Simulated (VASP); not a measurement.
Level of theory: PBE GGA, VASP's PBE PAW potentials (set 64) (plane waves; VASP).

VASP ran on this input.

**INCAR**
```
SYSTEM = P
PREC = Accurate
ENCUT = 300
EDIFF = 1E-6
NELM = 100
ALGO = Normal
LREAL = .FALSE.
LASPH = .TRUE.
ISMEAR = 0
SIGMA = 0.136
GGA = PE
LWAVE = .FALSE.
LCHARG = .FALSE.
ISIF = 2
```

POSCAR:
```
P
1
    1.6146280000    -5.3552030000     0.0000000000
    1.6146280000     5.3552030000     0.0000000000
    0.0000000000     0.0000000000     4.4523220000
P
4
Direct
  0.4041400000   0.5958600000   0.9111800000
  0.5958600000   0.4041400000   0.0888200000
  0.0958600000   0.9041400000   0.4111800000
  0.9041400000   0.0958600000   0.5888200000
```

### KPOINTS
```
kpoints
0
Gamma
  8 8 6
0 0 0
```

POTCAR, in this order: P (PBE.64 set). Program: vasp_std.

Output

OSZICAR:
```
       N       E                     dE             d eps       ncg     rms          rms(c)
DAV:   1     0.522414685181E+02    0.52241E+02   -0.63034E+03  2352   0.782E+02
DAV:   2    -0.182191593301E+02   -0.70461E+02   -0.68560E+02  3088   0.156E+02
DAV:   3    -0.215183813455E+02   -0.32992E+01   -0.32783E+01  3176   0.376E+01
DAV:   4    -0.215615756229E+02   -0.43194E-01   -0.43162E-01  2998   0.492E+00
DAV:   5    -0.215625251036E+02   -0.94948E-03   -0.94930E-03  3240   0.645E-01    0.116E+01
DAV:   6    -0.214032025036E+02    0.15932E+00   -0.11906E-01  2790   0.205E+00    0.686E+00
DAV:   7    -0.213439520081E+02    0.59250E-01   -0.18623E-01  2922   0.264E+00    0.420E-01
DAV:   8    -0.213432730423E+02    0.67897E-03   -0.17965E-02  2712   0.913E-01    0.187E-01
DAV:   9    -0.213433559480E+02   -0.82906E-04   -0.69012E-04  3200   0.188E-01    0.797E-02
DAV:  10    -0.213433708428E+02   -0.14895E-04   -0.11307E-04  2822   0.661E-02    0.304E-02
DAV:  11    -0.213433808796E+02   -0.10037E-04   -0.16561E-05  3030   0.339E-02    0.159E-02
DAV:  12    -0.213433812803E+02   -0.40067E-06   -0.74571E-07  1770   0.634E-03
   1 F= -.21343381E+02 E0= -.21343094E+02  d E =-.573824E-03
```

OUTCAR:
```
------------------------ aborting loop because EDIFF is reached ----------------------------------------
  FORCE on cell =-STRESS in cart. coord.  units (eV):
  Direction    XX          YY          ZZ          XY          YZ          ZX
  --------------------------------------------------------------------------------------
  Total        3.8582234      2.7319496      3.2061796      0.0000000      0.0000000      0.0000000
  in kB       80.2847334     56.8484052     66.7165304      0.0000000      0.0000000      0.0000000
  external PRESSURE =      67.9498897 kB  Pullay stress =       0.0000000 kB
  volume of cell :       77.00
      direct lattice vectors                 reciprocal lattice vectors
     1.614628000 -5.355203000  0.000000000     0.309668853 -0.093367142  0.000000000
     1.614628000  5.355203000  0.000000000     0.309668853  0.093367142  0.000000000
     0.000000000  0.000000000  4.452322000     0.000000000  0.000000000  0.224601904
 POSITION                                       TOTAL-FORCE (eV/Angst)
 -----------------------------------------------------------------------------------
      1.61463      1.02670      4.05687         0.000000      0.578393      0.633786
      1.61463     -1.02670      0.39546         0.000000     -0.578393     -0.633786
      1.61463      4.32850      1.83071         0.000000     -0.578393      0.633786
      1.61463     -4.32850      2.62162         0.000000      0.578393     -0.633786
 -----------------------------------------------------------------------------------
    total drift:                                0.000000     -0.000000     -0.000000
  FREE ENERGIE OF THE ION-ELECTRON SYSTEM (eV)
  ---------------------------------------------------
  free  energy   TOTEN  =       -21.3433812803 eV

  energy  without entropy=      -21.3428074561  energy(sigma->0) =      -21.34309437
```
(Selected blocks of OUTCAR.)

**OUTCAR**
```
 val. band max:        6.5696827496   @ k =   0.5000   0.5000   0.0000

 cond. band min:       6.5926927588   @ k =   0.5000   0.5000   0.0000


 Fermi energy:         6.5923172519

 k-point     1 :       0.0000    0.0000    0.0000
  band No.  band energies     occupation
      1      -9.8124      2.00000
      2      -6.8667      2.00000
      3      -3.4362      2.00000
      4      -0.6190      2.00000
      5       1.3083      2.00000
      6       1.7634      2.00000
      7       2.2998      2.00000
      8       3.5624      2.00000
      9       3.8948      2.00000
     10       5.2401      2.00000
     11       7.0535      0.00000
     12       7.5300      0.00000
     13       8.5629      0.00000
     14       9.5223      0.00000

 k-point     2 :       0.1250    0.0000    0.0000
  band No.  band energies     occupation
      1      -9.6102      2.00000
      2      -6.6770      2.00000
      3      -3.5095      2.00000
      4      -0.4389      2.00000
      5       1.2747      2.00000
      6       1.4001      2.00000
      7       1.4662      2.00000
      8       3.0966      2.00000
      9       3.6598      2.00000
     10       5.3901      2.00000
     11       7.2653      0.00000
     12       8.5791      0.00000
     13       9.0088      0.00000
     14      10.0333      0.00000

 k-point     3 :       0.2500    0.0000    0.0000
  band No.  band energies     occupation
      1      -9.0101      2.00000
      2      -6.1083      2.00000
      3      -4.0256      2.00000
      4      -0.2815      2.00000
      5       0.0632      2.00000
      6       0.2023      2.00000
      7       1.9012      2.00000
      8       2.8883      2.00000
      9       3.8085      2.00000
     10       5.3329      2.00000
     11       7.1085      0.00000
     12       8.0218      0.00000
     13       9.0856      0.00000
     14       9.4681      0.00000

 k-point     4 :       0.3750    0.0000    0.0000
  band No.  band energies     occupation
...
```

The structure comes from a computed database's P entry; how it stands against other phases isn't given here. The cell was not relaxed at this level, and its volume differs by -5.9 % from the start's.
